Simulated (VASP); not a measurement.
## MoS (relaxed from the NiAs type structure, space group P6_3/mmc): computed properties

All values below come from PBEsol GGA, VASP's PBE PAW potentials (set 64) (plane waves; VASP).

```yaml
space_group: P6_3/mmc (194)
cell: a = 3.1731 Å, b = 3.1731 Å, c = 6.4591 Å, α = 90.00°, β = 90.00°, γ = 120.00°
volume_per_atom: 14.08 Å³/atom
band gap (over mesh and band path): none (metal, semimetal or under 0.01 eV)
density: 7.55 g/cm³
```

```
MoS
1.0
    3.17309     0.00000     0.00000
   -1.58655     2.74798     0.00000
    0.00000     0.00000     6.45905
Mo S
2 2
Direct
  0.00000   0.00000   0.00000
  0.00000   0.00000   0.50000
  0.33333   0.66667   0.25000
  0.66667   0.33333   0.75000
```

The structure was generated: MoS was put into the NiAs type type (P6_3/mmc), which need not be its known phase. It was relaxed first, which changed the volume by -33 %. Symmetry was kept, so distortions that lower it aren't found.
